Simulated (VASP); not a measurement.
# GaGe3 (P6_3/mmc) in VASP: notebook

One crystal, GaGe3, is run at these levels: LDA, PBE+D3(BJ); tasks: band structure, electric field gradients.

Program: VASP 6.6.1. These are calculated values, not measurements. Logs are shortened: lines on timing, memory, paths and dates and some standing lists are left out, and cuts for length are marked.

## 1. The structure

Symmetry: P6_3/mmc, No. 194, hexagonal system. Conventional cell: a = 5.985 Å, b = 5.985 Å, c = 5.035 Å, α = 90.00°, β = 90.00°, γ = 120.00°. Ge (site symmetry mm2) is surrounded by 8 Ge at 2.94 to 3.05 Å and 4 Ga at 2.99 to 3.07 Å. Ga (site symmetry -6m2) has 12 Ge at 2.99 to 3.07 Å as nearest neighbours.

The cell comes from a database or a generator and needn't be the stable form of this composition.

## 2. Band structure, LDA

run.py

```python
from ase.calculators.vasp import Vasp
from ase.dft.bandgap import bandgap
from ase.spacegroup import crystal

atoms = crystal(
    ['Ge', 'Ga'],
    basis=[[0.163561505, 0.3271230099, 0.25], [0.3333333333, 0.6666666667, 0.75]],
    spacegroup=194,
    setting=1,
    cellpar=[5.98503591, 5.98503591, 5.034952, 90.0, 90.0, 120.0],
    primitive_cell=True,
)
calc = Vasp(
    directory='calc',
    xc='lda',
    pp='LDA',
    setups='recommended',
    prec='Accurate',
    encut=520,
    ediff=1e-06,
    ismear=0,
    sigma=0.01,
    lreal=False,
    lasph=True,
    nelm=60,
    algo='Normal',
    isif=2,
    lwave=False,
    lcharg=True,
    kpts=[5, 5, 5],
    gamma=True,
    nbands=65,
)
atoms.calc = calc

print('energy (eV):', atoms.get_potential_energy())
print('free energy (eV):', atoms.get_potential_energy(force_consistent=True))
efermi = calc.get_fermi_level()
print('Fermi level (eV):', efermi)
path = atoms.cell.bandpath(npoints=40, eps=1e-4)
print('path:', path.path)
calc.set(kpts=path.kpts, reciprocal=True, icharg=11, isym=0, lcharg=False)
calc.calculate(atoms)
print('gap on the path (eV):', bandgap(calc, efermi=efermi)[0])
print('direct gap on the path (eV):', bandgap(calc, efermi=efermi, direct=True)[0])
```

Potentials or basis: VASP PAW LDA potentials, release 64 (Ge_d, Ga_d).

The run is started by

```sh
python run.py
```

Output:

```text
energy (eV): -36.04708146
free energy (eV): -36.04748331
Fermi level (eV): 5.81788045
path: GMKGALHA,LM,KH
gap on the path (eV): 0.0
direct gap on the path (eV): 0.0
```

OUTCAR:

```text
ENCUT = 520.000000
   EDIFF = 1.00e-06
   PREC = Accurate
   ICHARG = 11
   ISIF = 2
   ISMEAR = 0
   ISYM = 0
   NELM = 60
   LASPH = .TRUE.
   LREAL = .FALSE.

 ion  position               nearest neighbor table
   1  0.164  0.327  0.250-
   2  0.673  0.836  0.250-
   3  0.164  0.836  0.250-
   4  0.836  0.673  0.750-
   5  0.327  0.164  0.750-
   6  0.836  0.164  0.750-
   7  0.333  0.667  0.750-
   8  0.667  0.333  0.250-

IMPORTANT INFORMATION: All symmetrisations will be switched off!
NOSYMM: (Re-)initialisation of all symmetry stuff for point group C_1.

----------------------------------------------------------------------------------------

                                     Primitive cell

  volume of cell :     156.1923

  direct lattice vectors                    reciprocal lattice vectors
     5.985035910  0.000000000  0.000000000     0.167083375  0.096465632  0.000000000
    -2.992517955  5.183193141  0.000000000     0.000000000  0.192931263  0.000000000
     0.000000000  0.000000000  5.034952000     0.000000000  0.000000000  0.198611625

  length of vectors
     5.985035910  5.985035910  5.034952000     0.192931263  0.192931263  0.198611625

  position of ions in fractional coordinates (direct lattice)
     0.163561505  0.327123010  0.250000000
     0.672876990  0.836438495  0.250000000
     0.163561505  0.836438495  0.250000000
     0.836438495  0.672876990  0.750000000
     0.327123010  0.163561505  0.750000000
     0.836438495  0.163561505  0.750000000
     0.333333333  0.666666667  0.750000000
     0.666666667  0.333333333  0.250000000

  ion indices of the primitive-cell ions
   primitive index   ion index
                 1           1
                 2           2
                 3           3
                 4           4
                 5           5
                 6           6
                 7           7
                 8           8

----------------------------------------------------------------------------------------

 KPOINTS: KPOINTS created by Atomic Simulation Env

Read explicit list of k-points.

 Found     40 k-points:

 Following reciprocal coordinates:
            Coordinates               Weight
  0.000000  0.000000  0.000000      0.025000
  0.125000  0.000000  0.000000      0.025000
  0.250000  0.000000  0.000000      0.025000
  0.375000  0.000000  0.000000      0.025000
  0.500000  0.000000  0.000000      0.025000
  0.416667  0.166667  0.000000      0.025000
[... 16 lines left out ...]
  0.277778  0.277778  0.500000      0.025000
  0.222222  0.222222  0.500000      0.025000
 [... further k-points ...]
   k-points           NKPTS =     40   k-points in BZ     NKDIM =     40   number of bands    NBANDS=     65
   number of dos      NEDOS =    301   number of ions     NIONS =      8
   total plane-waves  NPLWV =  92160
   dimension x,y,z NGX =    48 NGY =   48 NGZ =   40
   dimension x,y,z NGXF=    96 NGYF=   96 NGZF=   80
   ions per type =               6   2
   NGX,Y,Z   is equivalent  to a cutoff of  13.33, 13.33, 13.21 a.u.
   NGXF,Y,Z  is equivalent  to a cutoff of  26.67, 26.67, 26.41 a.u.
 SYSTEM =  unknown system
   PREC   = accura    normal or accurate (medium, high low for compatibility)
   ISTART =      0    job   : 0-new  1-cont  2-samecut
   ICHARG =     11    charge: 1-file 2-atom 10-const
   ISPIN  =      1    spin polarized calculation?
   LNONCOLLINEAR =      F non collinear calculations
   LSORBIT =      F    spin-orbit coupling
   LASPH  =      T    aspherical Exc in radial PAW
   ENCUT  =  520.0 eV  38.22 Ry    6.18 a.u.  11.13 11.13  9.36*2*pi/ulx,y,z
   NELM   =     60;   NELMIN=  2; NELMDL=  0     # of ELM steps
   EDIFF  = 0.1E-05   stopping-criterion for ELM
   LREAL  =      F    real-space projection
   EDIFFG = 0.1E-04   stopping-criterion for IOM
   NSW    =      0    number of steps for IOM
   IBRION =     -1    ionic relax: 0-MD 1-quasi-New 2-CG
   NFREE  =      0    steps in history (QN), initial steepest desc. (CG)
   ISIF   =      2    stress and relaxation
   ISYM   =      0    0-nonsym 1-usesym 2-fastsym
   POTIM  = 0.5000    time-step for ionic-motion
   TEBEG  =    0.0;   TEEND  =   0.0 temperature during run
   PSTRESS=    0.0 pullay stress
   NELECT =     110.0000    total number of electrons
   NUPDOWN=      -1.0000    fix difference up-down
   EMIN   =  10.00;   EMAX   =-10.00  energy-range for DOS
   EFERMI =   0.00;   METHOD = LEGACY
   ISMEAR =     0;   SIGMA  =   0.01  broadening in eV -4-tet -1-fermi 0-gaus
   EFERMI_NEDOS =   21; number of points for ismear=-14 and -15
   IALGO  =     38    algorithm
   IMIX   =      4    mixing-type and parameters
     AMIX     =   0.40;   BMIX     =  1.00
     AMIX_MAG =   1.60;   BMIX_MAG =  1.00
  volume/ion in A,a.u.               =      19.52       131.75
  Fermi-wavevector in a.u.,A,eV,Ry     =   1.456529  2.752441 28.864456  2.121478
  Thomas-Fermi vector in A             =   2.573437
   LORBIT       =      0    0 simple, 1 ext, 2 COOP (PROOUT), +10 PAW based schemes
   GGA     = CA    functional components
   LHFCALC =     F    Hartree Fock is set to
   AEXX    =    0.0000 exact exchange contribution
   IVDW    =     0    specifies the selected vdW correction
   LEPSILON=     F    determine dielectric tensor
   LRPA    =     F    only Hartree local field effects (RPA)
 non-spin polarized calculation
 Gauss-broadening in eV      SIGMA  =   0.01
  energy-cutoff  :      520.00
  volume of cell :      156.19
 maximum number of plane-waves:      4231
 NGX is ok and might be reduce to    48

 number of electron     109.9999949 magnetization

 Free energy of the ion-electron system (eV)
  ---------------------------------------------------
  ext. energy  EPLUGINS =         0.00000000
  ---------------------------------------------------
  free energy    TOTEN  =       -37.26515357 eV

  energy without entropy =      -37.26497502  energy(sigma->0) =      -37.26506429

 E-fermi :   6.0056     XC(G=0): -11.3419

 val. band max:        5.9987957903   @ k =   0.1250   0.0000   0.0000
 cond. band min:       6.0123214601   @ k =   0.3333   0.3333   0.1000
 fundamental gap:      0.0135256698
 Fermi energy:         6.0055586252

 k-point     1 :       0.0000    0.0000    0.0000
  band No.  band energies     occupation
      1     -19.0035      2.00000
      2     -18.9927      2.00000
      3     -18.9927      2.00000
      4     -18.9838      2.00000
      5     -18.9748      2.00000
      6     -18.9682      2.00000
[... 57 lines left out ...]
     64       9.4733      0.00000
     65      12.7100      0.00000

 k-point     2 :       0.1250    0.0000    0.0000
  band No.  band energies     occupation
      1     -19.0009      2.00000
      2     -18.9917      2.00000
      3     -18.9893      2.00000
      4     -18.9823      2.00000
      5     -18.9725      2.00000
      6     -18.9676      2.00000
[... 57 lines left out ...]
     64       9.3940      0.00000
     65      11.9553      0.00000

 k-point     3 :       0.2500    0.0000    0.0000
  band No.  band energies     occupation
      1     -18.9958      2.00000
      2     -18.9868      2.00000
      3     -18.9797      2.00000
      4     -18.9785      2.00000
      5     -18.9707      2.00000
      6     -18.9654      2.00000
[... 1417 lines left out ...]
     64       9.3469      0.00000
     65       9.7824      0.00000

 k-point    24 :       0.2222    0.2222    0.5000
  band No.  band energies     occupation
      1     -18.9807      2.00000
      2     -18.9807      2.00000
      3     -18.9749      2.00000
      4     -18.9749      2.00000
      5     -18.9679      2.00000
      6     -18.9679      2.00000
[... 57 lines left out ...]
     64       9.8637      0.00000
     65      10.0829      0.00000

 [... further k-points ...]

------------------------ aborting loop because EDIFF is reached ----------------------------------------

  FORCE on cell =-STRESS in cart. coord.  units (eV):
  Direction    XX          YY          ZZ          XY          YZ          ZX
  --------------------------------------------------------------------------------------
  -------------------------------------------------------------------------------------
  Total       -9.0207216    -10.7003780     -3.2317654      6.6815355     -0.0000230     -0.0000015
  in kB      -92.5320904   -109.7615456    -33.1505641     68.5373602     -0.0002364     -0.0000153
  external PRESSURE =     -78.4814000 kB  Pullay stress =       0.0000000 kB

 VOLUME and BASIS-vectors are now :
 -----------------------------------------------------------------------------
  energy-cutoff  :      520.00
  volume of cell :      156.19
      direct lattice vectors                 reciprocal lattice vectors
     5.985035910  0.000000000  0.000000000     0.167083375  0.096465632  0.000000000
    -2.992517955  5.183193141  0.000000000     0.000000000  0.192931263  0.000000000
     0.000000000  0.000000000  5.034952000     0.000000000  0.000000000  0.198611625

 POSITION                                       TOTAL-FORCE (eV/Angst)
 -----------------------------------------------------------------------------------
      0.00000      1.69554      1.25874         0.007052      0.125235      0.000001
      1.52414      4.33542      1.25874        -0.203189     -0.078368      0.000004
     -1.52414      4.33542      1.25874         0.138729     -0.033009     -0.000002
      2.99252      3.48765      3.77621        -0.007046     -0.125226     -0.000002
      1.46838      0.84777      3.77621         0.203190      0.078369      0.000002
      4.51665      0.84777      3.77621        -0.138723      0.033023      0.000005
     -0.00000      3.45546      3.77621         0.078785      0.067485      0.000004
      2.99252      1.72773      1.25874        -0.078797     -0.067507     -0.000013
 -----------------------------------------------------------------------------------
    total drift:                               -0.000012     -0.000043     -0.000012

  FREE ENERGIE OF THE ION-ELECTRON SYSTEM (eV)
  ---------------------------------------------------
  free  energy   TOTEN  =       -37.2651535685 eV

  energy  without entropy=      -37.2649750158  energy(sigma->0) =      -37.26506429
```

INCAR:

```text
ENCUT = 520.000000
SIGMA = 0.010000
EDIFF = 1.00e-06
ALGO = Normal
PREC = Accurate
ICHARG = 11
ISIF = 2
ISMEAR = 0
ISYM = 0
NBANDS = 65
NELM = 60
LASPH = .TRUE.
LCHARG = .FALSE.
LWAVE = .FALSE.
LREAL = .FALSE.
```

It took 6 min on 1 thread of Intel Xeon Platinum 8375C at 2.90GHz (Ice Lake), shared host; peak memory 0.4 GiB.

Results:

| Property | Result |
| --- | --- |
| Band gap along the path | none (metal or under the smearing width) |

Levels at the corners of the path, in eV from the Fermi level:
```
point  band 52  band 53  band 54  band 55  band 56  band 57
    Γ    -1.45    -1.24    -1.24    -1.07    -0.77    -0.77
    M    -1.72    -1.57    -1.54    -1.22    -0.51     0.46
    K    -2.91    -0.19    -0.19     0.26     0.49     0.49
    Γ    -1.45    -1.24    -1.24    -1.07    -0.77    -0.77
    A    -4.12    -4.12    -4.12     1.22     1.22     4.26
    L    -1.51    -0.03    -0.03     0.08     0.08     1.26
    H    -1.83     1.07     1.07     1.17     1.17     1.54
    A    -4.12    -4.12    -4.12     1.22     1.22     4.26
    L    -1.51    -0.03    -0.03     0.08     0.08     1.26
    M    -1.72    -1.57    -1.54    -1.22    -0.51     0.46
    K    -2.91    -0.19    -0.19     0.26     0.49     0.49
    H    -1.83     1.07     1.07     1.17     1.17     1.54
```

Caveat: the log is that of the step along the path at fixed density, whose energy, stress, charges and moments have no meaning.

## 3. Electric field gradients, PBE+D3(BJ)

INCAR

```
  ALGO = Normal
  EDIFF = 1E-8
  ENCUT = 520
  GGA = PE
  ISIF = 2
  ISMEAR = -5
  IVDW = 12
  LASPH = False
  LCHARG = False
  LEFG = True
  LREAL = False
  LWAVE = False
  NELM = 100
  PREC = Accurate
  SIGMA = 0.05
```

KPOINTS

```
k-points
0
Gamma
  5 5 5
```

POSCAR

```
GaGe3
5.985
    1.000005999231      0.000000000000      0.000000000000
   -0.500002999616      0.866030599265      0.000000000000
    0.000000000000      0.000000000000      0.841261821220
Ge Ga
6 2
Direct
    0.1635615050      0.3271230100      0.2500000000
    0.1635615050      0.8364384950      0.2500000000
    0.6728769900      0.8364384950      0.2500000000
    0.8364384950      0.6728769900      0.7500000000
    0.8364384950      0.1635615050      0.7500000000
    0.3271230100      0.1635615050      0.7500000000
    0.3333333333      0.6666666667      0.7500000000
    0.6666666667      0.3333333333      0.2500000000
```

Potentials or basis: VASP PAW PBE potentials, release 64 (Ge_d, Ga_d).

The run is started by

```sh
cat potpaw_PBE.64/Ge_d/POTCAR potpaw_PBE.64/Ga_d/POTCAR > POTCAR
mpirun -np 1 vasp_std > vasp.out
```

OUTCAR:

```text
EDIFF = 1E-8
   ENCUT = 520
   GGA = PE
   ISIF = 2
   ISMEAR = -5
   IVDW = 12
   LASPH = False
   LREAL = False
   NELM = 100
   PREC = Accurate
 IVDW          = 12

 ion  position               nearest neighbor table
   1  0.164  0.327  0.250-
   2  0.164  0.836  0.250-
   3  0.673  0.836  0.250-
   4  0.836  0.673  0.750-
   5  0.836  0.164  0.750-
   6  0.327  0.164  0.750-
   7  0.333  0.667  0.750-
   8  0.667  0.333  0.250-

  LATTYP: Found a hexagonal cell.
 ALAT       =     5.9850359054
 C/A-ratio  =     0.8412567743

  Lattice vectors:

 A1 = (   5.9850359054,   0.0000000000,   0.0000000000)
 A2 = (  -2.9925179527,   5.1831931366,   0.0000000000)
 A3 = (   0.0000000000,   0.0000000000,   5.0349520000)

Analysis of symmetry for initial positions (statically):
=====================================================================
 Subroutine PRICEL returns:
 Original cell was already a primitive cell.

 Routine SETGRP: Setting up the symmetry group for a
[... 1253 lines left out ...]

  FREE ENERGIE OF THE ION-ELECTRON SYSTEM (eV)
  ---------------------------------------------------
  free  energy   TOTEN  =       -33.3912717328 eV

  energy  without entropy=      -33.3912717328  energy(sigma->0) =      -33.39127173

 Electric field gradients (V/A^2)
---------------------------------------------------------------------
 ion       V_xx      V_yy      V_zz      V_xy      V_xz      V_yz
---------------------------------------------------------------------
   1      -6.972    -4.843    11.815     0.001     0.000    -0.000
   2      -5.376    -6.439    11.815    -0.921     0.000    -0.000
   3      -5.376    -6.440    11.815     0.922     0.000    -0.000
   4      -6.972    -4.843    11.815     0.001    -0.000     0.000
   5      -5.376    -6.439    11.815    -0.921    -0.000     0.000
   6      -5.376    -6.440    11.815     0.922    -0.000     0.000
   7      -8.291    -8.298    16.589    -0.006    -0.000     0.000
   8      -8.291    -8.298    16.589    -0.006     0.000    -0.000
---------------------------------------------------------------------

 Electric field gradients after diagonalization (V/A^2)
 (convention: |V_zz| > |V_xx| > |V_yy|)
----------------------------------------------------------------------
 ion       V_xx      V_yy      V_zz     asymmetry (V_yy - V_xx)/ V_zz
----------------------------------------------------------------------
   1      -6.972    -4.843    11.815       0.180
   2      -6.970    -4.844    11.815       0.180
   3      -6.972    -4.843    11.815       0.180
   4      -6.972    -4.843    11.815       0.180
   5      -6.970    -4.844    11.815       0.180
   6      -6.972    -4.843    11.815       0.180
   7      -8.302    -8.287    16.589       0.001
   8      -8.302    -8.287    16.589       0.001
----------------------------------------------------------------------

           NMR quadrupolar parameters

 Cq : quadrupolar parameter    Cq=e*Q*V_zz/h
 eta: asymmetry parameters     (V_yy - V_xx)/ V_zz
 Q  : nuclear electric quadrupole moment in mb (millibarn)
----------------------------------------------------------------------
 ion       Cq(MHz)       eta       Q (mb)
----------------------------------------------------------------------
   1       0.029       0.180       1.000
   2       0.029       0.180       1.000
   3       0.029       0.180       1.000
   4       0.029       0.180       1.000
   5       0.029       0.180       1.000
   6       0.029       0.180       1.000
   7       0.040       0.001       1.000
   8       0.040       0.001       1.000
----------------------------------------------------------------------
```

OSZICAR:

```text
N       E                     dE             d eps       ncg     rms          rms(c)
DAV:   1     0.128880575054E+04    0.12888E+04   -0.48828E+04  2304   0.450E+03
DAV:   2     0.256318418130E+03   -0.10325E+04   -0.10003E+04  1980   0.113E+03
DAV:   3    -0.374368009020E+01   -0.26006E+03   -0.25165E+03  2064   0.285E+02
DAV:   4    -0.297872765888E+02   -0.26044E+02   -0.25003E+02  2320   0.922E+01
DAV:   5    -0.308735376548E+02   -0.10863E+01   -0.10715E+01  2222   0.203E+01    0.302E+00
DAV:   6    -0.308100420012E+02    0.63496E-01   -0.61342E-01  2440   0.514E+00    0.144E+00
DAV:   7    -0.307819863970E+02    0.28056E-01   -0.56701E-02  2684   0.147E+00    0.357E-01
DAV:   8    -0.307794212317E+02    0.25652E-02   -0.86057E-03  2248   0.604E-01    0.667E-02
DAV:   9    -0.307794370007E+02   -0.15769E-04   -0.57890E-04  2546   0.172E-01    0.437E-02
DAV:  10    -0.307793649519E+02    0.72049E-04   -0.86619E-05  2488   0.797E-02    0.978E-03
DAV:  11    -0.307793722893E+02   -0.73375E-05   -0.10914E-05  2198   0.317E-02    0.471E-03
DAV:  12    -0.307793788087E+02   -0.65194E-05   -0.87351E-07  2984   0.503E-03    0.151E-03
DAV:  13    -0.307793823534E+02   -0.35446E-05   -0.67273E-08  1820   0.166E-03    0.251E-04
DAV:  14    -0.307793831842E+02   -0.83085E-06   -0.15260E-08  1310   0.131E-03    0.829E-05
DAV:  15    -0.307793833267E+02   -0.14253E-06   -0.29792E-09  1230   0.320E-04    0.273E-05
DAV:  16    -0.307793833003E+02    0.26459E-07   -0.49068E-10  1164   0.161E-04    0.250E-05
DAV:  17    -0.307793832916E+02    0.86329E-08   -0.17695E-10  1170   0.944E-05
   1 F= -.33391272E+02 E0= -.33391272E+02  d E =0.000000E+00
```

Wall time 2.6 min (1 thread of Intel Xeon Platinum 8375C at 2.90GHz (Ice Lake), shared host); peak memory 0.37 GiB.

What came out:

```yaml
Free_energy: -33.3913 eV
Pressure: -3.3 GPa
Largest_force: 0.100 eV/Å
Band_gap_on_the_k_mesh: none (metal or under the smearing width)
Dispersion_energy_per_atom: -0.326 eV
```

Forces on the atoms (eV/Å):
```
Ge   0.000  0.100  0.000
Ge   0.087 -0.050  0.000
Ge  -0.087 -0.050  0.000
Ge   0.000 -0.100  0.000
Ge  -0.087  0.050  0.000
Ge   0.087  0.050  0.000
Ga   0.000  0.000  0.000
Ga   0.000  0.000  0.000
```

Electric field gradients, principal values (V/Å²):
```csv
atom,Vxx,Vyy,Vzz
1 Ge,-4.843,-6.972,11.815
2 Ge,-4.844,-6.970,11.815
3 Ge,-4.843,-6.972,11.815
4 Ge,-4.843,-6.972,11.815
5 Ge,-4.844,-6.970,11.815
6 Ge,-4.843,-6.972,11.815
7 Ga,-8.287,-8.302,16.589
8 Ga,-8.287,-8.302,16.589
```

Caveat: pairwise dispersion overbinds metals, which lowers pressure and volume; tetrahedron occupations give inexact forces and stress in metals.
